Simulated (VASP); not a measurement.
```
WC
1.0
    1.47327    -2.52471     0.00000
    1.47327     2.52471     0.00000
    0.00000     0.00000     2.79935
W C
1 1
Direct
  0.00000   0.00000   0.00000
  0.35019   0.68352   0.50000
```

Computed with PBE GGA + U (Dudarev), VASP's PBE PAW potentials (set 64) (plane waves; VASP). Settings: 520 eV cut-off, 13×13×12 Γ-centred mesh, first-order Methfessel-Paxton smearing of 0.10 eV, potentials W_sv C, U − J: W 1.00 eV.

Task: Give the force on each atom (eV/Å).

Result: 
```
atom      Fx      Fy     Fz
----  ------  ------  -----
W1     0.776   0.042  0.000
C2    -0.776  -0.042  0.000
```

Task: Give the stress tensor in GPa (positive for a compressed cell).

Result: 
```
 0.92  -2.31   0.00
-2.31   5.82   0.00
 0.00   0.00  19.63
```
The pressure is its mean diagonal, 8.79 GPa.

The compound is WC in the wc structure. The cell was not relaxed at this level, atoms are displaced from their ideal sites. The run is one of a series of settings (LDAU = .TRUE., LDAUJ = 0 0, LDAUL = 2 -1, LDAUTYPE = 2, LDAUU = 1.0 0 against the base run), some of them coarse on purpose.
